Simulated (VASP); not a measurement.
OSZICAR of a VASP run on Sb (a7):

File OSZICAR:
```
       N       E                     dE             d eps       ncg     rms          rms(c)
DAV:   1     0.298678560087E+02    0.29868E+02   -0.32228E+03  1530   0.709E+02
DAV:   2    -0.786111802952E+01   -0.37729E+02   -0.36850E+02  2172   0.114E+02
DAV:   3    -0.912302398206E+01   -0.12619E+01   -0.12316E+01  1861   0.252E+01
DAV:   4    -0.913305403899E+01   -0.10030E-01   -0.10029E-01  1881   0.265E+00
DAV:   5    -0.913314043683E+01   -0.86398E-04   -0.86396E-04  1771   0.245E-01    0.291E+00
DAV:   6    -0.912265870826E+01    0.10482E-01   -0.26814E-03  1715   0.361E-01    0.175E+00
DAV:   7    -0.911629199915E+01    0.63667E-02   -0.65735E-03  1592   0.564E-01    0.557E-02
DAV:   8    -0.911632251170E+01   -0.30513E-04   -0.13207E-04  1691   0.974E-02    0.177E-02
DAV:   9    -0.911633112512E+01   -0.86134E-05   -0.17362E-05  1739   0.307E-02    0.651E-03
DAV:  10    -0.911633063422E+01    0.49090E-06   -0.22549E-06  1260   0.980E-03
   1 F= -.91163306E+01 E0= -.91162551E+01  d E =-.911633E+01
       N       E                     dE             d eps       ncg     rms          rms(c)
DAV:   1    -0.911875903256E+01   -0.24279E-02   -0.80153E-02  1699   0.176E+00    0.115E-01
DAV:   2    -0.911876145226E+01   -0.24197E-05   -0.26783E-03  1589   0.382E-01    0.761E-02
DAV:   3    -0.911859143215E+01    0.17002E-03   -0.37015E-04  1610   0.108E-01    0.167E-02
DAV:   4    -0.911859146693E+01   -0.34781E-07   -0.52152E-06  1693   0.197E-02
   2 F= -.91185915E+01 E0= -.91185383E+01  d E =-.226083E-02
       N       E                     dE             d eps       ncg     rms          rms(c)
DAV:   1    -0.911863245263E+01   -0.41020E-04   -0.19655E-03  1700   0.275E-01    0.193E-02
DAV:   2    -0.911863174829E+01    0.70434E-06   -0.64931E-05  1582   0.594E-02    0.126E-02
DAV:   3    -0.911862658163E+01    0.51667E-05   -0.94955E-06  1634   0.173E-02    0.268E-03
DAV:   4    -0.911862661287E+01   -0.31238E-07   -0.12447E-07   782   0.317E-03
   3 F= -.91186266E+01 E0= -.91185772E+01  d E =-.229598E-02
       N       E                     dE             d eps       ncg     rms          rms(c)
DAV:   1    -0.912141363886E+01   -0.27871E-02   -0.90555E-02  1555   0.172E+00    0.122E-01
DAV:   2    -0.912093176143E+01    0.48188E-03   -0.24460E-03  1600   0.372E-01    0.849E-02
DAV:   3    -0.912056109067E+01    0.37067E-03   -0.94100E-04  1616   0.167E-01    0.177E-02
DAV:   4    -0.912055987224E+01    0.12184E-05   -0.15335E-05  1731   0.341E-02    0.167E-02
DAV:   5    -0.912055860608E+01    0.12662E-05   -0.22928E-06  1123   0.103E-02    0.379E-03
DAV:   6    -0.912055847018E+01    0.13589E-06   -0.44475E-07   771   0.487E-03
   4 F= -.91205585E+01 E0= -.91204954E+01  d E =-.193186E-02
       N       E                     dE             d eps       ncg     rms          rms(c)
DAV:   1    -0.912294555172E+01   -0.23869E-02   -0.15010E-01  1565   0.222E+00    0.158E-01
DAV:   2    -0.912214994689E+01    0.79560E-03   -0.40453E-03  1607   0.480E-01    0.110E-01
DAV:   3    -0.912153510017E+01    0.61485E-03   -0.15591E-03  1646   0.215E-01    0.238E-02
DAV:   4    -0.912153305632E+01    0.20438E-05   -0.24853E-05  1719   0.436E-02    0.216E-02
DAV:   5    -0.912153099740E+01    0.20589E-05   -0.40419E-06  1671   0.135E-02    0.497E-03
DAV:   6    -0.912153079462E+01    0.20278E-06   -0.57106E-07   775   0.526E-03
   5 F= -.91215308E+01 E0= -.91214496E+01  d E =-.290418E-02
```

**Question.** Which electronic solver shows in the log?

**Answer.** It is blocked Davidson (ALGO = Normal, or the opening steps of other solvers). The INCAR had ALGO = Normal.

**Question.** Can the final energy be trusted as converged?

**Answer.** Self-consistency was reached. It stopped with EDIFF = 1E-6, NELM = 100, NSW = 60 and EDIFFG = -0.01 after 5 ionic steps (PBEsol GGA, plane waves, VASP's PBE PAW potentials (set 64)).

The compound is Sb in the a7 structure. This run relaxes it. Symmetry was kept, so distortions that lower it aren't found.
